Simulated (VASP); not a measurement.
Output of a VASP run:

File OSZICAR:
```
       N       E                     dE             d eps       ncg     rms          rms(c)
DAV:   1     0.632220265136E+03    0.63222E+03   -0.29507E+04  6295   0.286E+03
DAV:   2     0.488594254230E+02   -0.58336E+03   -0.56239E+03  6361   0.655E+02
DAV:   3    -0.552094817131E+02   -0.10407E+03   -0.10133E+03  6699   0.202E+02
DAV:   4    -0.625121460937E+02   -0.73027E+01   -0.72458E+01  7729   0.556E+01
DAV:   5    -0.627094057531E+02   -0.19726E+00   -0.19684E+00  7248   0.897E+00    0.150E+01
DAV:   6    -0.548318160373E+02    0.78776E+01   -0.29916E+01 10300   0.622E+01    0.460E+00
DAV:   7    -0.550414243216E+02   -0.20961E+00   -0.39236E+00  6581   0.124E+01    0.384E+00
DAV:   8    -0.549770258686E+02    0.64398E-01   -0.54288E-01  8223   0.105E+01    0.963E-01
DAV:   9    -0.549483482547E+02    0.28678E-01   -0.15327E-01 10035   0.735E+00    0.381E-01
DAV:  10    -0.549497177924E+02   -0.13695E-02   -0.15468E-02  6591   0.113E+00    0.184E-01
DAV:  11    -0.549497584964E+02   -0.40704E-04   -0.17612E-03  8356   0.109E+00    0.334E-02
DAV:  12    -0.549497713469E+02   -0.12851E-04   -0.38974E-04  9317   0.403E-01    0.203E-02
DAV:  13    -0.549497820375E+02   -0.10691E-04   -0.12212E-04  7288   0.865E-02    0.116E-02
DAV:  14    -0.549497839962E+02   -0.19587E-05   -0.64228E-06  8625   0.430E-02    0.825E-03
DAV:  15    -0.549497836795E+02    0.31674E-06   -0.21421E-06  8059   0.388E-02    0.190E-03
DAV:  16    -0.549497837969E+02   -0.11739E-06   -0.16507E-06  7720   0.128E-02    0.129E-03
DAV:  17    -0.549497838104E+02   -0.13543E-07   -0.19076E-07  4651   0.539E-03
   1 F= -.54949784E+02 E0= -.54949784E+02  d E =0.000000E+00
```

OUTCAR:
```
------------------------ aborting loop because EDIFF is reached ----------------------------------------
  FORCE on cell =-STRESS in cart. coord.  units (eV):
  Direction    XX          YY          ZZ          XY          YZ          ZX
  --------------------------------------------------------------------------------------
  Total        0.0210050      0.0210050      0.0210050      0.0046022     -0.0046022     -0.0046022
  in kB        0.3776204      0.3776204      0.3776204      0.0827377     -0.0827377     -0.0827377
  external PRESSURE =       0.3776204 kB  Pullay stress =       0.0000000 kB
  volume of cell :       89.12
      direct lattice vectors                 reciprocal lattice vectors
     0.000000000  2.233510772  2.233510772    -0.223876052  0.223849570  0.223876052
     2.233510772  0.000000000  2.233510772     0.223849570 -0.223876052  0.223876052
     8.932986388  8.932986388  0.001056699     0.055975634  0.055975634 -0.055975634
 POSITION                                       TOTAL-FORCE (eV/Angst)
 -----------------------------------------------------------------------------------
      8.91773      8.91773      0.01631        -0.004774     -0.004774      0.004774
      4.46785      4.46785      4.46619         0.003998      0.003998     -0.003998
      6.71371      6.71371      4.45385         0.003752      0.003752     -0.003752
      1.11113      1.11113      1.12238        -0.000874     -0.000874      0.000874
      3.35742      3.35742      1.10960        -0.001601     -0.001601      0.001601
      5.60993      5.60993      1.09060         0.004621      0.004621     -0.004621
      7.78703      7.78703      1.14702        -0.004543     -0.004543      0.004543
      8.93443      8.93443      4.46664        -0.000578     -0.000578      0.000578
 -----------------------------------------------------------------------------------
    total drift:                               -0.000086     -0.000086      0.000093
  FREE ENERGIE OF THE ION-ELECTRON SYSTEM (eV)
  ---------------------------------------------------
  free  energy   TOTEN  =       -54.9497838104 eV

  energy  without entropy=      -54.9497838104  energy(sigma->0) =      -54.94978381

 total charge

# of ion       s       p       d       tot
------------------------------------------
    1        0.793   0.922  10.187  11.902
    2        0.795   0.926  10.190  11.911
    3        0.792   0.923  10.187  11.902
    4        1.217   2.516   0.000   3.733
    5        1.217   2.518   0.000   3.735
    6        1.218   2.544   0.000   3.761
    7        1.216   2.569   0.000   3.785
    8        0.368   0.430   0.000   0.798
--------------------------------------------------
tot          7.617  13.348  30.564  51.528

 Electric field gradients after diagonalization (V/A^2)
 (convention: |V_zz| > |V_xx| > |V_yy|)
----------------------------------------------------------------------
 ion       V_xx      V_yy      V_zz     asymmetry (V_yy - V_xx)/ V_zz
----------------------------------------------------------------------
   1      -2.315    -2.307     4.622       0.002
   2      -1.582    -1.574     3.156       0.002
   3       0.034     0.026    -0.060       0.138
   4      -0.737    -0.735     1.471       0.001
   5      -0.997    -0.995     1.992       0.001
   6       9.453     9.452   -18.905       0.000
   7      -8.724    -8.722    17.447       0.000
   8       0.817     0.817    -1.633       0.000
```
(Selected blocks of OUTCAR.)

### POSCAR
```
AlGa3N4
1
   -0.0000000000     2.2335107717     2.2335107717
    2.2335107717    -0.0000000000     2.2335107717
    8.9329863880     8.9329863880     0.0010566989
Ga N Al
3 4 1
Direct
  0.0034152461   0.0034152461   0.9974385654
  0.9997557657   0.9997557657   0.2501831758
  0.9969315128   0.9969315128   0.5023013653
  0.2512436508   0.2512436508   0.0615672620
  0.2483231825   0.2483231825   0.3137576131
  0.2440107078   0.2440107078   0.5669919692
  0.2565833835   0.2565833835   0.8075624624
  0.9997365507   0.9997365507   0.7501975870
```

Write an INCAR and KPOINTS that could have produced this output.

One answer among several that fit: the input of the run itself, PBEsol GGA, plane waves, VASP's PBE PAW potentials (set 64).

File KPOINTS:
```
Automatic mesh
0
Gamma
10 10 3
0 0 0
```

**INCAR**
```
SYSTEM = AlGa3N4
PREC = Accurate; ENCUT = 520; LREAL = .False.
LASPH = .True.
EDIFF = 1E-7; NELM = 100; ALGO = Normal
LMAXMIX = 4
ISMEAR = -5
GGA = PS
ISIF = 2
LWAVE = .False.; LCHARG = .True.; LORBIT = 11
NEDOS = 601
LEFG = .True.
```

POTCAR, in this order: Ga_d N Al (PBE.64 set). Program: vasp_std.

The structure was generated: AlGa3N4 was put into an ordered model structure (R3m), which need not be its known phase. It was relaxed first.
